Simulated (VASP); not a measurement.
Crystal: SrTiO3.

```
Sr Ti O
1.0
     3.93988    0.00000    0.00000
     0.00000    3.93988    0.00000
     0.00000    0.00000    3.93988
Sr Ti O
1 1 3
Direct
  0.00000 0.00000 0.00000
  0.50000 0.50000 0.50000
  0.50000 0.00000 0.50000
  0.50000 0.50000 0.00000
  0.00000 0.50000 0.50000
```

The cell is a database's computed one.

Base run:

* Program: VASP 6.6.1
* Functional: r2SCAN
* Potentials or basis: VASP PAW PBE potentials, release 64 (Sr_sv, Ti_sv, O)
* Cutoff: 450 eV
* k mesh: 10 × 10 × 10
* Occupations: gaussian, width 0.02 eV
* Spin: no spin polarisation

Its results: band gap on the k mesh 2.22 eV, indirect (least direct gap 2.61 eV).

Task: After a change of settings the same cell gave: band gap on the k mesh 1.81 eV, indirect (least direct gap 2.18 eV). Which change was it?
A. functional from r2SCAN to PBE0; k mesh from 10 × 10 × 10 to 6 × 6 × 6
B. functional from r2SCAN to PBE
C. functional from r2SCAN to HSE06; k mesh from 10 × 10 × 10 to 6 × 6 × 6

Result: B.

r2SCAN gives the wider gap, since meta-GGAs in the generalised Kohn-Sham scheme recover part of the derivative discontinuity.
